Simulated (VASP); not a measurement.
Output of a VASP run:

File OSZICAR:
```
       N       E                     dE             d eps       ncg     rms          rms(c)
DAV:   1     0.284371095607E+03    0.28437E+03   -0.18124E+04  7160   0.173E+03
DAV:   2    -0.130988519698E+02   -0.29747E+03   -0.29224E+03  7494   0.493E+02
DAV:   3    -0.197526025547E+02   -0.66538E+01   -0.64664E+01  7560   0.787E+01
DAV:   4    -0.198284454040E+02   -0.75843E-01   -0.75587E-01  8754   0.716E+00
DAV:   5    -0.198294695291E+02   -0.10241E-02   -0.10253E-02  7730   0.785E-01    0.172E+01
DAV:   6    -0.185568423897E+02    0.12726E+01   -0.34958E+00  7190   0.195E+01    0.440E+00
DAV:   7    -0.184743003845E+02    0.82542E-01   -0.26357E-01  7304   0.484E+00    0.105E+00
DAV:   8    -0.184660978072E+02    0.82026E-02   -0.66215E-03  7362   0.967E-01    0.195E-01
DAV:   9    -0.184660743275E+02    0.23480E-04   -0.57063E-04  9124   0.258E-01    0.484E-02
DAV:  10    -0.184660826898E+02   -0.83623E-05   -0.19286E-05  7712   0.444E-02    0.128E-02
DAV:  11    -0.184660879904E+02   -0.53006E-05   -0.15339E-06  7734   0.112E-02    0.366E-03
DAV:  12    -0.184660873739E+02    0.61650E-06   -0.67901E-08  4166   0.244E-03    0.653E-04
DAV:  13    -0.184660872168E+02    0.15715E-06   -0.18959E-08  3640   0.132E-03    0.530E-04
DAV:  14    -0.184660872276E+02   -0.10880E-07   -0.50366E-09  3606   0.614E-04
   1 F= -.18466087E+02 E0= -.18466087E+02  d E =0.000000E+00
```

**OUTCAR**
```
------------------------ aborting loop because EDIFF is reached ----------------------------------------
  FORCE on cell =-STRESS in cart. coord.  units (eV):
  Direction    XX          YY          ZZ          XY          YZ          ZX
  --------------------------------------------------------------------------------------
  Total       -0.0268841     -0.0268841      0.0361055      0.0000000      0.0000000      0.0000000
  in kB       -1.5647286     -1.5647288      2.1014456      0.0000000      0.0000000      0.0000000
  external PRESSURE =      -0.3426706 kB  Pullay stress =       0.0000000 kB
  volume of cell :       27.53
      direct lattice vectors                 reciprocal lattice vectors
     1.361057553 -2.357420992  0.000000000     0.367361394 -0.212096186  0.000000000
     1.361057553  2.357420992  0.000000000     0.367361394  0.212096186  0.000000000
     0.000000000  0.000000000  4.289658463     0.000000000  0.000000000  0.233118792
 POSITION                                       TOTAL-FORCE (eV/Angst)
 -----------------------------------------------------------------------------------
      1.36106      0.78581      1.07241        -0.000000     -0.000000      0.000000
      1.36106     -0.78581      3.21724         0.000000      0.000000      0.000000
 -----------------------------------------------------------------------------------
    total drift:                               -0.000000      0.000515     -0.000046
  FREE ENERGIE OF THE ION-ELECTRON SYSTEM (eV)
  ---------------------------------------------------
  free  energy   TOTEN  =       -18.4660872276 eV

  energy  without entropy=      -18.4660872276  energy(sigma->0) =      -18.46608723

 total charge

# of ion       s       p       d       tot
------------------------------------------
    1        0.401   6.306   5.934  12.641
    2        0.401   6.306   5.934  12.641
--------------------------------------------------
tot          0.801  12.612  11.868  25.281
```
(Selected blocks of OUTCAR.)

### POSCAR
```
Ru
1
    1.3610575531    -2.3574209918    -0.0000000000
    1.3610575531     2.3574209918     0.0000000000
    0.0000000000     0.0000000000     4.2896584634
Ru
2
Direct
  0.3333330000   0.6666670000   0.2500000000
  0.6666670000   0.3333330000   0.7500000000
```

### Question
Reconstruct the remaining input files.

### Answer
Several could match; the one computed here: the input of the run itself, PBE GGA, plane waves, VASP's PBE PAW potentials (set 64).

**KPOINTS**
```
Regular mesh
0
G
17 17 10
0 0 0
```

INCAR:
```
SYSTEM = Ru
PREC = Accurate
ENCUT = 520
EDIFF = 1E-7
NELM = 100
ALGO = Normal
LREAL = .FALSE.
LASPH = .TRUE.
ISMEAR = -5
GGA = PE
LMAXMIX = 4
LWAVE = .FALSE.
LCHARG = .TRUE.
LORBIT = 11
NEDOS = 601
ISIF = 2
```

POTCAR, in this order: Ru_pv (PBE.64 set). Program: vasp_std.

For a metal the tetrahedron method with Blöchl corrections gives inexact stress and forces.

The compound is Ru in the hcp structure. It was relaxed first.
